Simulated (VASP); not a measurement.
Consider the following.

```yaml
crystal:
  lattice:
    - [10.93707, 0.00000, 0.00000]
    - [0.00000, 10.93707, 0.00000]
    - [0.00000, 0.00000, 10.93707]
  atoms:
    - { symbol: Si, position: [0.50145, 0.00029, 0.99982] }
    - { symbol: Si, position: [0.62321, 0.12784, 0.12765] }
    - { symbol: Si, position: [0.74942, 0.25092, 0.00175] }
    - { symbol: Si, position: [0.87178, 0.37719, 0.12822] }
    - { symbol: Si, position: [0.74921, 0.00165, 0.25085] }
    - { symbol: Si, position: [0.87232, 0.12780, 0.37681] }
    - { symbol: Si, position: [0.00016, 0.99994, 0.99982] }
    - { symbol: Si, position: [0.12423, 0.12579, 0.12572] }
    - { symbol: Si, position: [0.25026, 0.24993, 0.00059] }
    - { symbol: Si, position: [0.37576, 0.37511, 0.12578] }
    - { symbol: Si, position: [0.50051, 0.49974, 0.00025] }
    - { symbol: Si, position: [0.62538, 0.62359, 0.12642] }
    - { symbol: Si, position: [0.75023, 0.74955, 0.00102] }
    - { symbol: Si, position: [0.87416, 0.87604, 0.12563] }
    - { symbol: Si, position: [0.25001, 0.00036, 0.24990] }
    - { symbol: Si, position: [0.37565, 0.12579, 0.37471] }
    - { symbol: Si, position: [0.50130, 0.25451, 0.25437] }
    - { symbol: Si, position: [0.74345, 0.49644, 0.25644] }
    - { symbol: Si, position: [0.87337, 0.62350, 0.37462] }
    - { symbol: Si, position: [0.50046, 0.00048, 0.49947] }
    - { symbol: Si, position: [0.62538, 0.12591, 0.62404] }
    - { symbol: Si, position: [0.74530, 0.25476, 0.49814] }
    - { symbol: Si, position: [0.87399, 0.37495, 0.62392] }
    - { symbol: Si, position: [0.75007, 0.00040, 0.74992] }
    - { symbol: Si, position: [0.87414, 0.12574, 0.87580] }
    - { symbol: Si, position: [0.99975, 0.49868, 0.00013] }
    - { symbol: Si, position: [0.12298, 0.62505, 0.12344] }
    - { symbol: Si, position: [0.25040, 0.74972, 0.99947] }
    - { symbol: Si, position: [0.37520, 0.87706, 0.12330] }
    - { symbol: Si, position: [0.99828, 0.25080, 0.25055] }
    - { symbol: Si, position: [0.12480, 0.37495, 0.37488] }
    - { symbol: Si, position: [0.24771, 0.50014, 0.24723] }
    - { symbol: Si, position: [0.37503, 0.62513, 0.36652] }
    - { symbol: Si, position: [0.50007, 0.75213, 0.24693] }
    - { symbol: Si, position: [0.62496, 0.87501, 0.37491] }
    - { symbol: Si, position: [0.00011, 0.00024, 0.49860] }
    - { symbol: Si, position: [0.12335, 0.12361, 0.62504] }
    - { symbol: Si, position: [0.24813, 0.24740, 0.50005] }
    - { symbol: Si, position: [0.37544, 0.36719, 0.62445] }
    - { symbol: Si, position: [0.63331, 0.62510, 0.62479] }
    - { symbol: Si, position: [0.75297, 0.75209, 0.49994] }
    - { symbol: Si, position: [0.87661, 0.87699, 0.62479] }
    - { symbol: Si, position: [0.25026, 0.99942, 0.74978] }
    - { symbol: Si, position: [0.37503, 0.12372, 0.87650] }
    - { symbol: Si, position: [0.50007, 0.24740, 0.75165] }
    - { symbol: Si, position: [0.62503, 0.37495, 0.87512] }
    - { symbol: Si, position: [0.75268, 0.49997, 0.75193] }
    - { symbol: Si, position: [0.87634, 0.62487, 0.87671] }
    - { symbol: Si, position: [0.99869, 0.74949, 0.24971] }
    - { symbol: Si, position: [0.12544, 0.87384, 0.37451] }
    - { symbol: Si, position: [0.99970, 0.49973, 0.49948] }
    - { symbol: Si, position: [0.12598, 0.62408, 0.62399] }
    - { symbol: Si, position: [0.25222, 0.74789, 0.49835] }
    - { symbol: Si, position: [0.37600, 0.87434, 0.62399] }
    - { symbol: Si, position: [0.99913, 0.24985, 0.74964] }
    - { symbol: Si, position: [0.12555, 0.37443, 0.87418] }
    - { symbol: Si, position: [0.25203, 0.49828, 0.74780] }
    - { symbol: Si, position: [0.37593, 0.62405, 0.87398] }
    - { symbol: Si, position: [0.50160, 0.74788, 0.74770] }
    - { symbol: Si, position: [0.62543, 0.87392, 0.87440] }
    - { symbol: Si, position: [0.00052, 0.74966, 0.74958] }
    - { symbol: Si, position: [0.12535, 0.87452, 0.87460] }
    - { symbol: Ga, position: [0.49867, 0.50215, 0.50115] }
```
Cell charge -1.

Computed with PBE GGA, VASP's PBE PAW potentials (set 64) (plane waves; VASP 6.6.1). Numerical set-up: PREC = Normal, LREAL = Auto, ISYM = 0, NELECT = 252.0, 400 eV cut-off, 1×1×1 Γ-centred mesh, Gaussian smearing of 0.050 eV, potentials Si Ga. Starting moments (MAGMOM): 63*0.0317. The cell's moment is fixed (NUPDOWN = 2).

The cell is charged, with a uniform compensating background.  The supercell is sampled at Γ alone, which is coarse: total energies, pressure and levels can be off, energies of defects by several tenths of an eV.

### Question
Estimate the cell moment, energy per atom (σ→0), pressure.

### Answer

| Item | Value |
|---|---|
| cell moment | 2.00 μB |
| energy per atom (σ→0) | -5.148 eV/atom |
| pressure | 1.58 GPa |

### Question
Give the moment on each site (PAW-sphere projection).

### Answer

| site | moment (μB) |
|---|---|
| Si1 | 0.01 |
| Si2 | 0.00 |
| Si3 | 0.00 |
| Si4 | 0.00 |
| Si5 | 0.00 |
| Si6 | 0.00 |
| Si7 | 0.00 |
| Si8 | 0.00 |
| Si9 | 0.01 |
| Si10 | 0.01 |
| Si11 | 0.00 |
| Si12 | 0.01 |
| Si13 | 0.01 |
| Si14 | 0.00 |
| Si15 | 0.01 |
| Si16 | 0.01 |
| Si17 | 0.14 |
| Si18 | 0.14 |
| Si19 | 0.01 |
| Si20 | 0.00 |
| Si21 | 0.01 |
| Si22 | 0.14 |
| Si23 | 0.01 |
| Si24 | 0.01 |
| Si25 | 0.00 |
| Si26 | 0.01 |
| Si27 | 0.00 |
| Si28 | 0.00 |
| Si29 | 0.00 |
| Si30 | 0.00 |
| Si31 | 0.00 |
| Si32 | 0.00 |
| Si33 | 0.01 |
| Si34 | 0.00 |
| Si35 | 0.00 |
| Si36 | 0.01 |
| Si37 | 0.00 |
| Si38 | 0.00 |
| Si39 | 0.01 |
| Si40 | 0.01 |
| Si41 | 0.00 |
| Si42 | 0.00 |
| Si43 | 0.00 |
| Si44 | 0.00 |
| Si45 | 0.00 |
| Si46 | 0.00 |
| Si47 | 0.00 |
| Si48 | 0.00 |
| Si49 | 0.01 |
| Si50 | 0.01 |
| Si51 | 0.00 |
| Si52 | 0.00 |
| Si53 | 0.00 |
| Si54 | 0.00 |
| Si55 | 0.01 |
| Si56 | 0.01 |
| Si57 | 0.00 |
| Si58 | 0.00 |
| Si59 | 0.00 |
| Si60 | 0.01 |
| Si61 | 0.00 |
| Si62 | 0.00 |
| Ga63 | 0.01 |

Only differences to runs with the same potentials and settings are physical.

The cell is a supercell with a defect, built from Si (diamond): Ga_Si-vac_Si, charge -1.
